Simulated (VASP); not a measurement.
Method: PBE GGA, VASP's PBE PAW potentials (set 64) (plane waves; VASP). Each cell was relaxed at this level, without spin-orbit coupling.

Question: Which of these comes out without a gap?
(A) PbSe, Fm-3m (225)
(B) SiO2, P4_12_12 (92)
(C) SnO, P4/nmm (129)
(D) Mo, Im-3m (229)

Answer: D, Mo, Im-3m (229). The others have gaps of 0.46 eV (SnO, P4/nmm (129)), 5.54 eV (SiO2, P4_12_12 (92)), 0.43 eV (PbSe, Fm-3m (225)).
